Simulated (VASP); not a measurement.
Method: PBEsol GGA, VASP's PBE PAW potentials (set 64) (plane waves; VASP).

A VASP calculation is set up with these files.

KPOINTS:
```
Automatic mesh
0
Gamma
16 16 16
0 0 0
```

**POSCAR**
```
Cu
1.8083220
  0.0000000000   1.0000001645   1.0000001645
  1.0000001645   0.0000000000   1.0000001645
  1.0000001645   1.0000001645   0.0000000000
Cu
1
Cartesian
  0.0000000000   0.0000000000   0.0000000000
```

**INCAR**
```
SYSTEM = Cu
PREC = Accurate; ENCUT = 480; LREAL = .FALSE.
LASPH = .TRUE.
EDIFF = 1E-7; NELM = 100; ALGO = Normal
LMAXMIX = 4
ISMEAR = 1; SIGMA = 0.1
GGA = PS
ISIF = 2
LWAVE = .FALSE.; LCHARG = .FALSE.
```

POTCAR, in this order: Cu (PBE.64 set). Program: vasp_std.

What VASP printed:

### OSZICAR
```
       N       E                     dE             d eps       ncg     rms          rms(c)
DAV:   1     0.338657194661E+02    0.33866E+02   -0.54443E+03  2706   0.191E+03
DAV:   2    -0.496604544921E+01   -0.38832E+02   -0.36885E+02  2613   0.190E+02
DAV:   3    -0.537605126856E+01   -0.41001E+00   -0.40900E+00  3179   0.286E+01
DAV:   4    -0.537876762459E+01   -0.27164E-02   -0.27161E-02  3180   0.205E+00
DAV:   5    -0.537879596646E+01   -0.28342E-04   -0.28342E-04  3159   0.162E-01    0.838E+00
DAV:   6    -0.477119976423E+01    0.60760E+00   -0.20747E+01  2741   0.105E+02    0.442E+00
DAV:   7    -0.431244029051E+01    0.45876E+00   -0.32178E+00  2787   0.412E+01    0.530E-01
DAV:   8    -0.430163388801E+01    0.10806E-01   -0.82004E-03  3194   0.200E+00    0.357E-01
DAV:   9    -0.429934086252E+01    0.22930E-02   -0.15112E-02  2889   0.258E+00    0.273E-02
DAV:  10    -0.429934477509E+01   -0.39126E-05   -0.50446E-05  3801   0.147E-01    0.657E-03
DAV:  11    -0.429934584054E+01   -0.10655E-05   -0.56446E-07  2943   0.158E-02    0.729E-04
DAV:  12    -0.429934577840E+01    0.62143E-07   -0.36385E-08  1646   0.413E-03
   1 F= -.42993458E+01 E0= -.42993123E+01  d E =-.100442E-03
```

**OUTCAR**
```
------------------------ aborting loop because EDIFF is reached ----------------------------------------
  FORCE on cell =-STRESS in cart. coord.  units (eV):
  Direction    XX          YY          ZZ          XY          YZ          ZX
  --------------------------------------------------------------------------------------
  Total       -0.4603262     -0.4603262     -0.4603262     -0.0000000      0.0000000     -0.0000000
  in kB      -62.3618180    -62.3618180    -62.3618180     -0.0000000      0.0000000     -0.0000000
  external PRESSURE =     -62.3618180 kB  Pullay stress =       0.0000000 kB
  volume of cell :       11.83
      direct lattice vectors                 reciprocal lattice vectors
     0.000000000  1.808322297  1.808322297    -0.276499383  0.276499383  0.276499383
     1.808322297  0.000000000  1.808322297     0.276499383 -0.276499383  0.276499383
     1.808322297  1.808322297  0.000000000     0.276499383  0.276499383 -0.276499383
 POSITION                                       TOTAL-FORCE (eV/Angst)
 -----------------------------------------------------------------------------------
      0.00000      0.00000      0.00000        -0.000000     -0.000000      0.000000
 -----------------------------------------------------------------------------------
    total drift:                                0.000000     -0.000000      0.000000
  FREE ENERGIE OF THE ION-ELECTRON SYSTEM (eV)
  ---------------------------------------------------
  free  energy   TOTEN  =        -4.2993457784 eV

  energy  without entropy=       -4.2992453367  energy(sigma->0) =       -4.29931230
```
(Selected blocks of OUTCAR.)

The compound is Cu in the fcc structure. This cell was strained or had an atom moved on purpose.
